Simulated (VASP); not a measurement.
An input for Ansatz (written as the equivalent of a VASP run, and not itself run):

Ansatz 0.2 input:
```yaml
crystal:
  lattice:
    - [1.6670928, -2.8874899, 0.0000000]
    - [1.6670928, 2.8874899, 0.0000000]
    - [0.0000000, 0.0000000, 5.7151809]
  atoms:
    - { symbol: Ti, position: [0.0000000, 0.0000000, 1.0000000] }
    - { symbol: S, position: [0.3333330, 0.6666670, 0.2512254] }
    - { symbol: S, position: [0.6666670, 0.3333330, 0.7487746] }
kpoints:
  mp_grid: { grid: [10, 10, 5] }
hamiltonian:
  xc: pbesol
  pseudopotentials: { kind: paw }
scf:
  occupations: { method: methfessel_paxton, width: 0.1 }
  max_iter: 100
relax:
  max_steps: 60
  f_tol: 0.02
  cell: {}
output: { forces: true, stress: true, eigenvalues: true }
```

Task: Write the VASP files for the same calculation (PBEsol).

Result: This is not unique; one that fits is 
POSCAR:
```
TiS2
1
    1.6670928488    -2.8874898634     0.0000000000
    1.6670928488     2.8874898634    -0.0000000000
    0.0000000000     0.0000000000     5.7151809057
Ti S
1 2
Direct
  0.0000000000   0.0000000000   1.0000000000
  0.3333330000   0.6666670000   0.2512254344
  0.6666670000   0.3333330000   0.7487745656
```

**INCAR**
```
# general
SYSTEM  = TiS2
PREC    = Accurate
ENCUT   = 400
LREAL   = .FALSE.
LASPH   = .TRUE.   # aspherical one-centre terms

# electronic loop
EDIFF   = 1E-6   # SCF stop (eV)
NELM    = 100
ALGO    = Normal   # blocked Davidson
LMAXMIX = 4   # l cut-off of mixed one-centre charges

# smearing
ISMEAR  = 1   # Methfessel-Paxton
SIGMA   = 0.1   # width (eV)

# functional
GGA     = PS   # PBEsol

# ions
IBRION  = 2   # conjugate gradients
NSW     = 60   # most ionic steps
ISIF    = 3   # ions, shape and volume
EDIFFG  = -0.02

# output
LWAVE   = .FALSE.
LCHARG  = .FALSE.
```

KPOINTS:
```
Automatic mesh
0
Gamma
10 10 5
0 0 0
```

POTCAR, in this order: Ti_sv S (PBE.64 set). Program: vasp_std.

Limits of the translation: each code has its own PAW files, so the cut-off isn't converted (ENCUT is set for VASP's; basis.ecutwfc is left out, and Ansatz then takes the one that its files recommend); Ansatz stops its SCF on the density residual and VASP on the energy change (EDIFF).

The compound is TiS2 in the 1T layered structure. This run relaxes it. Symmetry was kept, so distortions that lower it aren't found. The start is the result of an earlier pass.
